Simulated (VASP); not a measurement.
Output of a VASP run:

OSZICAR:
```
       N       E                     dE             d eps       ncg     rms          rms(c)
DAV:   1     0.555002214023E+03    0.55500E+03   -0.12285E+04  1088   0.153E+03
DAV:   2     0.145489998561E+03   -0.40951E+03   -0.40113E+03  1568   0.527E+02
DAV:   3     0.548581500059E+01   -0.14000E+03   -0.13883E+03  1568   0.293E+02
DAV:   4    -0.141725069332E+02   -0.19658E+02   -0.19038E+02  1888   0.111E+02
DAV:   5    -0.177742939084E+02   -0.36018E+01   -0.35298E+01  2056   0.480E+01    0.362E+00
DAV:   6    -0.186332936921E+02   -0.85900E+00   -0.88970E+00  2008   0.221E+01    0.179E+00
DAV:   7    -0.188243727811E+02   -0.19108E+00   -0.21621E+00  2160   0.116E+01    0.450E-01
DAV:   8    -0.188817015758E+02   -0.57329E-01   -0.57614E-01  2128   0.524E+00    0.307E-01
DAV:   9    -0.188997845652E+02   -0.18083E-01   -0.17268E-01  2160   0.271E+00    0.293E-01
DAV:  10    -0.189061843215E+02   -0.63998E-02   -0.56506E-02  2128   0.148E+00    0.275E-01
DAV:  11    -0.189097238477E+02   -0.35395E-02   -0.36884E-02  1752   0.105E+00    0.142E-01
DAV:  12    -0.189106573250E+02   -0.93348E-03   -0.10525E-02  1960   0.737E-01    0.108E-01
DAV:  13    -0.189110281952E+02   -0.37087E-03   -0.29365E-03  2088   0.307E-01    0.151E-02
DAV:  14    -0.189110991809E+02   -0.70986E-04   -0.10840E-03  2072   0.152E-01    0.431E-02
DAV:  15    -0.189111710191E+02   -0.71838E-04   -0.49346E-04  1504   0.738E-02    0.244E-02
DAV:  16    -0.189112106320E+02   -0.39613E-04   -0.28578E-04  1680   0.627E-02    0.328E-03
DAV:  17    -0.189112239406E+02   -0.13309E-04   -0.13102E-04  1432   0.317E-02    0.334E-03
DAV:  18    -0.189112320658E+02   -0.81252E-05   -0.73487E-05  1320   0.194E-02    0.613E-04
DAV:  19    -0.189112362766E+02   -0.42108E-05   -0.42622E-05  1120   0.139E-02    0.984E-04
DAV:  20    -0.189112390692E+02   -0.27926E-05   -0.26857E-05   968   0.828E-03    0.537E-04
DAV:  21    -0.189112409568E+02   -0.18876E-05   -0.18140E-05   840   0.762E-03    0.226E-04
DAV:  22    -0.189112422718E+02   -0.13150E-05   -0.12794E-05   792   0.570E-03    0.123E-04
DAV:  23    -0.189112432131E+02   -0.94135E-06   -0.92992E-06   792   0.576E-03
   1 F= -.18911243E+02 E0= -.18778570E+02  d E =-.265346E+00  mag=     0.0000    -0.0000    -0.0000
```

### OUTCAR
```
------------------------ aborting loop because EDIFF is reached ----------------------------------------
  FORCE on cell =-STRESS in cart. coord.  units (eV):
  Direction    XX          YY          ZZ          XY          YZ          ZX
  --------------------------------------------------------------------------------------
  Total       -9.4518007     -9.4518007     -9.4518007      0.0000000      0.0000000      0.0000000
  in kB      -83.5171839    -83.5171839    -83.5171839      0.0000000      0.0000000      0.0000000
  external PRESSURE =     -83.5171839 kB  Pullay stress =       0.0000000 kB
  volume of cell :      181.32
      direct lattice vectors                 reciprocal lattice vectors
     5.660000000  0.000000000  0.000000000     0.176678445  0.000000000  0.000000000
     0.000000000  5.660000000  0.000000000     0.000000000  0.176678445  0.000000000
     0.000000000  0.000000000  5.660000000     0.000000000  0.000000000  0.176678445
 POSITION                                       TOTAL-FORCE (eV/Angst)
 -----------------------------------------------------------------------------------
      0.00000      2.83000      2.83000         0.000000      0.000000      0.000000
      2.83000      0.00000      2.83000         0.000000      0.000000      0.000000
      2.83000      2.83000      0.00000         0.000000      0.000000      0.000000
      0.00000      0.00000      0.00000         0.000000      0.000000      0.000000
 -----------------------------------------------------------------------------------
    total drift:                                0.000000     -0.000000     -0.000000
  FREE ENERGIE OF THE ION-ELECTRON SYSTEM (eV)
  ---------------------------------------------------
  free  energy   TOTEN  =       -18.9112432131 eV

  energy  without entropy=      -18.6458974098  energy(sigma->0) =      -18.77857031

 total charge

# of ion       s       p       d       f       tot
--------------------------------------------------
    1        2.065   5.579   0.695   0.073   8.412
    2        2.065   5.579   0.695   0.073   8.412
    3        2.065   5.579   0.695   0.073   8.412
    4        0.968   0.476   9.913   0.000  11.358
--------------------------------------------------
tot          7.163  17.214  11.998   0.218  36.593

 magnetization (x)

# of ion       s       p       d       f       tot
--------------------------------------------------
    1        0.000   0.000  -0.000   0.000  -0.000
    2       -0.000   0.000  -0.000   0.000  -0.000
    3        0.000   0.000  -0.000   0.000  -0.000
    4        0.000  -0.000   0.000   0.000  -0.000
--------------------------------------------------
tot          0.000   0.000  -0.000   0.000  -0.000

 magnetization (y)

# of ion       s       p       d       f       tot
--------------------------------------------------
    1        0.000  -0.000   0.000   0.000   0.000
    2       -0.000   0.000  -0.000  -0.000  -0.000
    3       -0.000   0.000   0.000  -0.000  -0.000
    4        0.000   0.000  -0.000   0.000   0.000
--------------------------------------------------
tot         -0.000   0.000   0.000  -0.000  -0.000

 magnetization (z)

# of ion       s       p       d       f       tot
--------------------------------------------------
    1        0.000   0.000   0.000  -0.000  -0.000
    2        0.000   0.000   0.000   0.000   0.000
    3        0.000   0.000  -0.000   0.000  -0.000
    4        0.000  -0.000  -0.000   0.000  -0.000
--------------------------------------------------
tot          0.000   0.000  -0.000   0.000   0.000

...
```
(Selected blocks of OUTCAR.)

POSCAR:
```
La3Ga
1
    5.6600000000     0.0000000000     0.0000000000
    0.0000000000     5.6600000000     0.0000000000
    0.0000000000     0.0000000000     5.6600000000
La Ga
3 1
Direct
  0.0000000000   0.5000000000   0.5000000000
  0.5000000000   0.0000000000   0.5000000000
  0.5000000000   0.5000000000   0.0000000000
  0.0000000000   0.0000000000   0.0000000000
```

### Question
Write an INCAR and KPOINTS that could have produced this output.

### Answer
Several could match; the one computed here: the input of the run itself, PBEsol GGA with spin-orbit coupling, plane waves, VASP's PBE PAW potentials (set 64).

KPOINTS:
```
Automatic mesh
0
Gamma
4 4 4
0 0 0
```

INCAR:
```
LORBIT=11
GGA_COMPAT=F
SYSTEM=La3Ga
LMAXMIX=6   ! l cut-off of mixed one-centre charges
EDIFF=1E-6   ! SCF stop (eV)
SIGMA=0.1   ! width (eV)
ALGO=Normal   ! blocked Davidson
LASPH=T   ! aspherical one-centre terms
ENCUT=300   ! plane-wave cut-off (eV)
MAGMOM=12*0.0
LREAL=F   ! projection in real space or not
ISMEAR=-1
LWAVE=F
PREC=Accurate
GGA=PS   ! PBEsol
NELM=100
ISIF=2
LNONCOLLINEAR=T
LSORBIT=T
LCHARG=F
```

POTCAR, in this order: La Ga_d (PBE.64 set). Program: vasp_ncl.

At this cut-off the stress carries a Pulay error, which pulls relaxed volumes low.

The structure comes from a measured La3Ga entry of the Crystallography Open Database, whose conditions weren't checked. The cell was not relaxed at this level. The run is one of a series of settings (GGA_COMPAT = .FALSE., LNONCOLLINEAR = .TRUE., LSORBIT = .TRUE., MAGMOM = 0.0 0.0 0.0 0.0 0.0 0.0 0.0 0.0 0.0 0.0 0.0 0.0, program vasp_ncl against the base run), some of them coarse on purpose.
